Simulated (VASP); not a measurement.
# VASP 6.6.1 run: KMgI3

INCAR

```
LREAL = .FALSE.
NELM = 120
NSW = 0
LWAVE = .FALSE.
LASPH = .TRUE.
ISIF = 2
EDIFF = 1E-8
PREC = Accurate
ISMEAR = -1
SIGMA = 0.02
ENCUT = 520
NBANDS = 24
IBRION = -1
LCHARG = .FALSE.
GGA = PE
```

KPOINTS

```
KPOINTS created by Atomic Simulation Environment
0
Gamma
4 4 4
0 0 0
```

POSCAR

```
K  Mg I
 1.0000000000000000
     5.8138566057811820   -0.0000000000000000    0.0000000000000000
    -0.0000000000000000    5.8138566057811820    0.0000000000000000
    -0.0000000000000000    0.0000000000000000    5.8138566057811820
 K   Mg  I
   1   1   3
Cartesian
 -0.0000000000000000 -0.0000000000000000  0.0000000000000000
  2.9069283028905910  2.9069283028905910  2.9069283028905910
  2.9069283028905910  2.9069283028905910  0.0000000000000000
  2.9069283028905910 -0.0000000000000000  2.9069283028905910
 -0.0000000000000000  2.9069283028905910  2.9069283028905910
```

The recommended PBE PAW datasets give the neutral cell 32 valence electrons.

Command

```
mpirun -np 1 vasp_std
```

OSZICAR

```
N       E                     dE             d eps       ncg     rms          rms(c)
DAV:   1     0.185081473334E+03    0.18508E+03   -0.12234E+04   480   0.110E+03
DAV:   2     0.136102845057E+01   -0.18372E+03   -0.17586E+03   672   0.213E+02
DAV:   3    -0.126554661310E+02   -0.14016E+02   -0.13960E+02   664   0.552E+01
DAV:   4    -0.131779517220E+02   -0.52249E+00   -0.52208E+00   712   0.103E+01
DAV:   5    -0.131879820074E+02   -0.10030E-01   -0.10030E-01   752   0.128E+00    0.392E+00
DAV:   6    -0.128767904405E+02    0.31119E+00   -0.35386E-01   568   0.219E+00    0.270E+00
DAV:   7    -0.127950308043E+02    0.81760E-01   -0.34597E-01   616   0.220E+00    0.112E+00
DAV:   8    -0.127953855696E+02   -0.35477E-03   -0.26731E-02   656   0.747E-01    0.172E-01
DAV:   9    -0.127952447269E+02    0.14084E-03   -0.81836E-04   632   0.130E-01    0.668E-02
DAV:  10    -0.127953191254E+02   -0.74398E-04   -0.44972E-04   600   0.113E-01    0.176E-02
DAV:  11    -0.127953182275E+02    0.89785E-06   -0.29586E-05   704   0.226E-02    0.757E-03
DAV:  12    -0.127953174581E+02    0.76941E-06   -0.24827E-06   616   0.902E-03    0.283E-03
DAV:  13    -0.127953172904E+02    0.16767E-06   -0.31036E-07   672   0.302E-03    0.978E-04
DAV:  14    -0.127953173102E+02   -0.19802E-07   -0.45020E-08   680   0.108E-03    0.294E-04
DAV:  15    -0.127953173223E+02   -0.12059E-07   -0.27373E-09   464   0.305E-04    0.854E-05
DAV:  16    -0.127953173398E+02   -0.17550E-07   -0.41814E-10   424   0.130E-04    0.339E-05
DAV:  17    -0.127953173429E+02   -0.31007E-08   -0.72057E-11   408   0.518E-05
   1 F= -.12795317E+02 E0= -.12795317E+02  d E =-.131434E-12
```

Standard output (part)

```
POSCAR found type information on POSCAR K MgI
 POSCAR found :  3 types and       5 ions
 LDA part: xc-table for (Slater+PW92), standard interpolation
 POSCAR, INCAR and KPOINTS ok, starting setup
 WAVECAR not read
 entering main loop
```

From OUTCAR

```
k-points           NKPTS =     10   k-points in BZ     NKDIM =     10   number of bands    NBANDS=     24

   NELECT =      32.0000    total number of electrons

   dimension x,y,z NGX =    48 NGY =   48 NGZ =   48
   dimension x,y,z NGXF=    96 NGYF=   96 NGZF=   96

  energy-cutoff  :      520.00
  volume of cell :      196.51
      direct lattice vectors                 reciprocal lattice vectors
     5.813856606  0.000000000  0.000000000     0.172002866  0.000000000  0.000000000
     0.000000000  5.813856606  0.000000000     0.000000000  0.172002866  0.000000000
     0.000000000  0.000000000  5.813856606     0.000000000  0.000000000  0.172002866

 k-points in reciprocal lattice and weights: KPOINTS created by Atomic Simulation Env
   0.00000000  0.00000000  0.00000000       0.016
   0.25000000  0.00000000  0.00000000       0.094
   0.50000000  0.00000000  0.00000000       0.047
   0.25000000  0.25000000  0.00000000       0.188
   0.50000000  0.25000000  0.00000000       0.188
   0.50000000  0.50000000  0.00000000       0.047
   0.25000000  0.25000000  0.25000000       0.125
   0.50000000  0.25000000  0.25000000       0.188
   ...

 E-fermi :   2.0044

 k-point     1 :       0.0000    0.0000    0.0000
  band No.  band energies     occupation
      1     -28.3761      2.00000
      2     -11.8350      2.00000
      3     -11.8350      2.00000
      4     -11.8350      2.00000
      5     -10.5119      2.00000
      6      -9.6900      2.00000
      7      -9.6900      2.00000
      8      -1.6448      2.00000
      9      -1.6448      2.00000
     10      -1.6448      2.00000
     11       0.6071      2.00000
     12       0.6071      2.00000
     13       0.6071      2.00000
     14       0.9510      2.00000
     15       0.9510      2.00000
     16       0.9510      2.00000
     17       2.6603      0.00000
     18       4.8156      0.00000
     19       6.4769      0.00000
     20       6.4769      0.00000
     21       6.5482      0.00000
     22       6.5482      0.00000
     23       6.5482      0.00000
     24       9.2182      0.00000

 k-point     2 :       0.2500    0.0000    0.0000
  band No.  band energies     occupation
      1     -28.3761      2.00000
      2     -11.8420      2.00000
      3     -11.8347      2.00000
      4     -11.8347      2.00000
      5     -10.4112      2.00000
      6      -9.7980      2.00000
      7      -9.6867      2.00000
      8      -1.5542      2.00000
      9      -1.5321      2.00000
     10      -1.5321      2.00000
     11       0.2639      2.00000
     12       0.4169      2.00000
     13       0.4169      2.00000
     14       0.4804      2.00000
     15       0.8425      2.00000
     16       0.8425      2.00000
     17       3.5864      0.00000
     18       5.5129      0.00000
     19       6.7354      0.00000
     20       6.7669      0.00000
     21       7.1193      0.00000
     22       7.2286      0.00000
     23       7.2286      0.00000
     24       8.5688      0.00000

 ...

  Total        0.4714852      0.4714852      0.4714852     -0.0000000     -0.0000000      0.0000000
  in kB        3.8440204      3.8440204      3.8440204     -0.0000000     -0.0000000      0.0000000
  external PRESSURE =       3.8440204 kB  Pullay stress =       0.0000000 kB

 POSITION                                       TOTAL-FORCE (eV/Angst)
 -----------------------------------------------------------------------------------
      0.00000      0.00000      0.00000         0.000000      0.000000      0.000000
      2.90693      2.90693      2.90693         0.000000      0.000000      0.000000
      2.90693      2.90693      0.00000         0.000000      0.000000      0.000000
      2.90693      0.00000      2.90693         0.000000      0.000000      0.000000
      0.00000      2.90693      2.90693         0.000000      0.000000      0.000000
 -----------------------------------------------------------------------------------
    total drift:                               -0.000000      0.000000     -0.000000

  FREE ENERGIE OF THE ION-ELECTRON SYSTEM (eV)
  ---------------------------------------------------
  free  energy   TOTEN  =       -12.7953173429 eV

  energy  without entropy=      -12.7953173429  energy(sigma->0) =      -12.79531734
```

It converged. Results: gap between bands v and c on the k mesh 1.21 eV; least direct gap on the k mesh 1.71 eV; pressure 0.4 GPa. Band v is the last that the valence electrons fill when counted band by band, and c is the next.

For comparison, a separate PBE run of the intended cell, on usual settings and not on those above, gives a gap of 1.21 eV on its mesh and a pressure of 0.4 GPa.

The run above took about 58 s on one core of a shared host (Intel Xeon Platinum 8488C) and held 0.34 GiB at most.
